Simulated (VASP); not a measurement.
A convergence study with VASP on CaO (rock salt): a few settings are varied, all else stays as given below, so the limit is that of these other settings.

```xyz
2
Lattice="0.0000 2.4050 2.4050 2.4050 0.0000 2.4050 2.4050 2.4050 0.0000" Properties=species:S:1:pos:R:3 pbc="T T T"
Ca     0.0000     0.0000     0.0000
O      2.4050     2.4050     2.4050
```

Computed with LDA (Ceperley-Alder, Perdew-Zunger), VASP's LDA PAW potentials (set 64) (plane waves; VASP). The last row used: 700 eV cut-off, 17×17×17 Γ-centred mesh, second-order Methfessel-Paxton smearing of 0.40 eV, potentials Ca_sv O.

```json
[
 {"setting": "ISMEAR = -1, SIGMA = 0.01, 5×5×5 mesh", "E (eV/atom)": "-7.0973", "pressure (GPa)": "-6.58", "irreducible k-points": "10"},
 {"setting": "ISMEAR = -1, SIGMA = 0.1, 5×5×5 mesh", "E (eV/atom)": "-7.0973", "pressure (GPa)": "-6.58", "irreducible k-points": "10"},
 {"setting": "ISMEAR = 0, SIGMA = 0.01, 5×5×5 mesh", "E (eV/atom)": "-7.0973", "pressure (GPa)": "-6.58", "irreducible k-points": "10"},
 {"setting": "ISMEAR = 0, SIGMA = 0.2, 5×5×5 mesh", "E (eV/atom)": "-7.0973", "pressure (GPa)": "-6.58", "irreducible k-points": "10"},
 {"setting": "ISMEAR = 1, SIGMA = 0.05, 5×5×5 mesh", "E (eV/atom)": "-7.0973", "pressure (GPa)": "-6.58", "irreducible k-points": "10"},
 {"setting": "ISMEAR = 1, SIGMA = 0.2, 5×5×5 mesh", "E (eV/atom)": "-7.0973", "pressure (GPa)": "-6.58", "irreducible k-points": "10"},
 {"setting": "ISMEAR = 2, SIGMA = 0.05, 5×5×5 mesh", "E (eV/atom)": "-7.0972", "pressure (GPa)": "-6.58", "irreducible k-points": "10"},
 {"setting": "ISMEAR = 2, SIGMA = 0.2, 5×5×5 mesh", "E (eV/atom)": "-7.0972", "pressure (GPa)": "-6.58", "irreducible k-points": "10"},
 {"setting": "ISMEAR = -1, SIGMA = 0.01, 11×11×11 mesh", "E (eV/atom)": "-7.0977", "pressure (GPa)": "-6.59", "irreducible k-points": "56"},
 {"setting": "ISMEAR = -1, SIGMA = 0.2, 11×11×11 mesh", "E (eV/atom)": "-7.0977", "pressure (GPa)": "-6.59", "irreducible k-points": "56"},
 {"setting": "ISMEAR = 0, SIGMA = 0.01, 11×11×11 mesh", "E (eV/atom)": "-7.0977", "pressure (GPa)": "-6.59", "irreducible k-points": "56"},
 {"setting": "ISMEAR = 0, SIGMA = 0.4, 11×11×11 mesh", "E (eV/atom)": "-7.0977", "pressure (GPa)": "-6.59", "irreducible k-points": "56"},
 {"setting": "ISMEAR = 1, SIGMA = 0.05, 11×11×11 mesh", "E (eV/atom)": "-7.0977", "pressure (GPa)": "-6.59", "irreducible k-points": "56"},
 {"setting": "ISMEAR = 1, SIGMA = 0.4, 11×11×11 mesh", "E (eV/atom)": "-7.0981", "pressure (GPa)": "-6.67", "irreducible k-points": "56"},
 {"setting": "ISMEAR = 2, SIGMA = 0.05, 11×11×11 mesh", "E (eV/atom)": "-7.0977", "pressure (GPa)": "-6.59", "irreducible k-points": "56"},
 {"setting": "ISMEAR = 2, SIGMA = 0.4, 11×11×11 mesh", "E (eV/atom)": "-7.0978", "pressure (GPa)": "-6.59", "irreducible k-points": "56"},
 {"setting": "ISMEAR = -1, SIGMA = 0.05, 17×17×17 mesh", "E (eV/atom)": "-7.0977", "pressure (GPa)": "-6.59", "irreducible k-points": "165"},
 {"setting": "ISMEAR = -1, SIGMA = 0.2, 17×17×17 mesh", "E (eV/atom)": "-7.0977", "pressure (GPa)": "-6.59", "irreducible k-points": "165"},
 {"setting": "ISMEAR = 0, SIGMA = 0.1, 17×17×17 mesh", "E (eV/atom)": "-7.0977", "pressure (GPa)": "-6.59", "irreducible k-points": "165"},
 {"setting": "ISMEAR = 0, SIGMA = 0.4, 17×17×17 mesh", "E (eV/atom)": "-7.0977", "pressure (GPa)": "-6.59", "irreducible k-points": "165"},
 {"setting": "ISMEAR = 1, SIGMA = 0.1, 17×17×17 mesh", "E (eV/atom)": "-7.0977", "pressure (GPa)": "-6.59", "irreducible k-points": "165"},
 {"setting": "ISMEAR = 1, SIGMA = 0.4, 17×17×17 mesh", "E (eV/atom)": "-7.0981", "pressure (GPa)": "-6.67", "irreducible k-points": "165"},
 {"setting": "ISMEAR = 2, SIGMA = 0.1, 17×17×17 mesh", "E (eV/atom)": "-7.0977", "pressure (GPa)": "-6.59", "irreducible k-points": "165"},
 {"setting": "ISMEAR = 2, SIGMA = 0.4, 17×17×17 mesh", "E (eV/atom)": "-7.0978", "pressure (GPa)": "-6.59", "irreducible k-points": "165"}
]
```

Left out are rungs that failed or repeat a setting and relaxations that didn't move; long series are thinned to 24 rows.

The compound is CaO in the rock salt structure. The cell was not relaxed at this level.
